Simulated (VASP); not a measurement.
Given:

```yaml
crystal:
  lattice:
    - [0.00000, 2.98833, 2.98833]
    - [2.98833, 0.00000, 2.98833]
    - [2.98833, 2.98833, 0.00000]
  atoms:
    - { symbol: P, position: [0.50000, 0.50000, 0.50000] }
    - { symbol: La, position: [0.00000, 0.00000, 0.00000] }
```

Calculation: PBEsol GGA with spin-orbit coupling, VASP's PBE PAW potentials (set 64) (plane waves; VASP). Numerical set-up: 400 eV cut-off, 10×10×10 Γ-centred mesh, Gaussian smearing of 0.050 eV, potentials P La.

**Question.** Give the energies of bands 11 to 23 at the high-symmetry points, in eV from the Fermi level.

**Answer.** 
| band | Γ | X | U | L | W |
|---|---|---|---|---|---|
| 11 | 0.06 | -0.88 | -1.65 | -3.14 | -1.71 |
| 12 | 0.06 | -0.88 | -1.65 | -3.14 | -1.71 |
| 13 | 0.15 | -0.21 | -1.01 | -1.72 | -1.09 |
| 14 | 0.15 | -0.21 | -1.01 | -1.72 | -1.09 |
| 15 | 0.15 | -0.13 | -0.87 | -1.72 | -0.86 |
| 16 | 0.15 | -0.13 | -0.87 | -1.72 | -0.86 |
| 17 | 1.71 | 0.01 | 1.35 | 2.59 | 2.27 |
| 18 | 1.71 | 0.01 | 1.35 | 2.59 | 2.27 |
| 19 | 1.71 | 3.06 | 2.96 | 2.91 | 2.28 |
| 20 | 1.71 | 3.06 | 2.96 | 2.91 | 2.28 |
| 21 | 1.79 | 3.06 | 2.98 | 2.94 | 3.07 |
| 22 | 1.79 | 3.06 | 2.98 | 2.94 | 3.07 |
| 23 | 2.65 | 3.31 | 3.24 | 3.28 | 3.26 |

It has no gap at this level: it comes out as a metal or semimetal.

The structure comes from a measured LaP entry (Fm-3m) of the Crystallography Open Database, whose conditions weren't checked. It was relaxed first.
